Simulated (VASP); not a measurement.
# AlB3P4: relaxation of cell and atoms with PBE

Crystal: AlB3P4.

```xyz
8
Lattice="4.7977 0.0000 0.0000 0.0000 4.7977 0.0000 0.0000 0.0000 4.7977" Properties=species:S:1:pos:R:3 pbc="T T T"
Al    0.0000    0.0000    0.0000
B     0.0000    2.3988    2.3988
B     2.3988    2.3988    0.0000
B     2.3988    0.0000    2.3988
P     1.2123    3.5854    3.5854
P     3.5854    3.5854    1.2123
P     3.5854    1.2123    3.5854
P     1.2123    1.2123    1.2123
```

The cell was built by a generator and needn't be a form met in nature.

```json
{"Program": "VASP 6.6.1", "Task": "relaxation of cell and atoms", "Functional": "PBE", "Potentials or basis": "VASP PAW PBE potentials, release 64 (Al, B, P)", "Cutoff": "520 eV", "k mesh": "3 × 3 × 3", "Occupations": "gaussian, width 0.15 eV", "Spin": "no spin polarisation", "Further INCAR settings": "PREC = Normal; ALGO = Fast; EDIFF = 0.0001; IBRION = 2; EDIFFG = -0.08; NSW = 24; ISIF = 3"}
```

| Quantity | Value |
| --- | --- |
| Relaxed volume | 13.96 Å³/atom |
| Relaxed cell | a = 4.816 Å, b = 4.816 Å, c = 4.816 Å, α = 90.00°, β = 90.00°, γ = 90.00° |
| Space group after relaxing (to 0.05 Å) | P-43m (No. 215) |
| Energy gained by relaxing | 142.1 meV/atom |
| Ionic steps | 6 |
| Pressure after relaxing | 0.0 GPa |
| Largest force after relaxing | 0.012 eV/Å |
| Band gap on the k mesh | 0.96 eV, direct |

Forces on the atoms (eV/Å):
```
Al   0.000  0.000  0.000
B    0.000  0.000  0.000
B    0.000  0.000  0.000
B    0.000  0.000  0.000
P    0.007 -0.007 -0.007
P   -0.007 -0.007  0.007
P   -0.007  0.007 -0.007
P    0.007  0.007  0.007
```

Step by step:
```tsv
step	energy change (eV)	largest force (eV/Å)	pressure (GPa)	volume (Å³)
1	0.0000	4.4500	5.68	110.43
2	-0.5589	2.1617	-7.40	118.44
3	-1.0995	0.1548	-3.39	114.87
4	-1.0996	0.2322	-3.33	114.78
5	-1.1315	0.0818	1.36	110.48
6	-1.1370	0.0125	0.04	111.67
```

Final structure:
```yaml
crystal:
  lattice:
    - [4.81559, 0.00000, 0.00000]
    - [0.00000, 4.81559, 0.00000]
    - [0.00000, 0.00000, 4.81559]
  atoms:
    - { symbol: Al, position: [0.00000, 0.00000, 0.00000] }
    - { symbol: B, position: [0.00000, 0.50000, 0.50000] }
    - { symbol: B, position: [0.50000, 0.50000, 0.00000] }
    - { symbol: B, position: [0.50000, 0.00000, 0.50000] }
    - { symbol: P, position: [0.26833, 0.73167, 0.73167] }
    - { symbol: P, position: [0.73167, 0.73167, 0.26833] }
    - { symbol: P, position: [0.73167, 0.26833, 0.73167] }
    - { symbol: P, position: [0.26833, 0.26833, 0.26833] }
```

Levels at points of the mesh, in eV from the valence-band top:
```
           k point  band 14  band 15  band 16  band 17  band 18  band 19
(0.00, 0.00, 0.00)     0.00     0.00     0.00     0.96     1.12     1.12
```

Run time: 12 s on 4 MPI ranks on Intel(R) Xeon(R) Platinum 8488C (Sapphire Rapids), on a shared host, peak memory 0.11 GiB a rank.

Caveat: the k mesh is coarse (spacing up to 0.44 Å⁻¹), so the values aren't converged; an odd mesh through Γ misses points on the zone boundary, where band edges often lie; the relaxation stopped at a loose force limit of 0.08 eV/Å, so its end isn't a converged minimum.
